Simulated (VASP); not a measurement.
VASP runs on Ir share one base input (PBE GGA, plane waves, VASP's PBE PAW potentials (set 64)) and change the settings named in each case.

### POSCAR
```
Ir
1
    2.7152900000     0.0000000000     0.0000000000
   -2.7152900000     2.7152900000     0.0000000000
    0.0000000000     0.0000000000    15.7600000000
Ir
4
Direct
  0.0000000000   0.0000000000   0.4390860000
  1.0000000000   0.5000000000   0.3172590000
  0.0000000000   0.0000000000   0.6827410000
  1.0000000000   0.5000000000   0.5609140000
```

**KPOINTS**
```
Automatic mesh
0
Gamma
8 6 1
0 0 0
```

### INCAR
```
SYSTEM = Ir
PREC = Accurate; ENCUT = 300; LREAL = .FALSE.
LASPH = .TRUE.
EDIFF = 1E-6; NELM = 100; ALGO = Normal
LMAXMIX = 6
ISMEAR = -1; SIGMA = 0.1
GGA = PE
ISIF = 2
LWAVE = .FALSE.; LCHARG = .FALSE.
```

POTCAR, in this order: Ir (PBE.64 set). Program: vasp_std.

```
change                                                                                                                                      E(σ→0) (eV/atom)  largest force (eV/Å)  −TS (eV)
------------------------------------------------------------------------------------------------------------------------------------------  ----------------  --------------------  --------
base run                                                                                                                                             -8.1715                 0.807   -0.1704
GGA = PS                                                                                                                                             -9.0249                 1.005   -0.1700
GGA_COMPAT = .FALSE., LNONCOLLINEAR = .TRUE., LSORBIT = .TRUE., MAGMOM = 0.0 0.0 0.0 0.0 0.0 0.0 0.0 0.0 0.0 0.0 0.0 0.0, program vasp_ncl           -8.5882                 0.804   -0.1680
KPOINTS 4×3×1 Γ-centred mesh                                                                                                                         -8.3209                 0.473   -0.2008
```
 Energies of different potentials or functionals have different zeros.  The cell holds a wide vacuum, so values per volume refer to the whole cell. Unless said otherwise, spin-orbit coupling is left out, though it shifts the bands of the heavy elements here.

Left out are runs that ran out of time, are held back, or changed the cell or the kind of run, fixed moments of cells without a moment, rows past the twelfth, gaps on odd meshes, pressures of charged cells and columns that move by less than the noise.

The cell is a sheet or thin cut with vacuum, built from a generated structure.
